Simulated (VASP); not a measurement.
Here is the system:

```
BP
1.0
    0.00000     2.14717     2.14717
    2.14717     0.00000     2.14717
    2.14717     2.14717     0.00000
B P
1 1
Direct
  0.00000   0.00000   0.00000
  0.50000   0.50000   0.50000
```

Level of theory: PBEsol GGA, VASP's PBE PAW potentials (set 64) (plane waves; VASP 6.6.1). Numerical set-up: 520 eV cut-off, Gaussian smearing of 0.050 eV, potentials B P.

Problem. Give the energies of bands 2 to 6 at the high-symmetry points, in eV from the Fermi level.

Solution. 
```
band     Γ      X      U       L      W
----  ----  -----  -----  ------  -----
2     0.00  -9.25  -8.37  -10.79  -7.53
3     0.00  -4.36  -8.32    0.59  -7.53
4     0.00  -4.36  -3.44    0.59  -7.52
5     6.84  -2.75  -0.38    1.16   3.61
6     7.84   2.40   6.91    1.16   4.75
```

It has no gap at this level: it comes out as a metal or semimetal.

The structure was generated: BP was put into the rock salt type (Fm-3m), which need not be its known phase. It was relaxed first, which changed the volume by +13 %.
